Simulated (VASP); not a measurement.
```
Be4STe3
1.0
    0.00085     5.43463     5.42878
    5.43463     0.00085     5.42878
    2.71774     2.71774     0.00000
Be Te S
4 3 1
Cartesian
  5.43548   5.43548  10.85053
  2.83136   5.32185   8.04562
  5.32185   2.83136   8.04562
  5.43548   5.43548   5.61917
  1.35887   1.35887   1.36592
  4.07379   1.36169   4.06854
  1.36169   4.07379   4.06854
  4.07661   4.07661   6.79509
```

Calculation: PBEsol GGA, VASP's PBE PAW potentials (set 64) (plane waves; VASP). Numerical set-up: 400 eV cut-off, 4×4×8 Γ-centred mesh, tetrahedra with Blöchl corrections, potentials Be Te S.

The cores are frozen, which limits the accuracy of field gradients.

**Question.** Give the principal components of the electric field gradient (V/Å²) and the asymmetry η at each nucleus.

**Answer.** 
```json
[
 {"atom": "Be1", "Vxx": "0.1", "Vyy": "0.0", "Vzz": "-0.1", "η": "-"},
 {"atom": "Be2", "Vxx": "0.6", "Vyy": "0.3", "Vzz": "-0.8", "η": "0.38"},
 {"atom": "Be3", "Vxx": "0.6", "Vyy": "0.3", "Vzz": "-0.8", "η": "0.38"},
 {"atom": "Be4", "Vxx": "-0.3", "Vyy": "-0.1", "Vzz": "0.4", "η": "-"},
 {"atom": "Te5", "Vxx": "-38.4", "Vyy": "-25.7", "Vzz": "64.0", "η": "0.20"},
 {"atom": "Te6", "Vxx": "-61.8", "Vyy": "-19.3", "Vzz": "81.1", "η": "0.52"},
 {"atom": "Te7", "Vxx": "-61.8", "Vyy": "-19.3", "Vzz": "81.1", "η": "0.52"},
 {"atom": "S8", "Vxx": "-14.2", "Vyy": "-6.3", "Vzz": "20.6", "η": "0.38"}
]
```

The structure was generated: Be4STe3 was put into an ordered model structure (Amm2), which need not be its known phase. It was relaxed first.
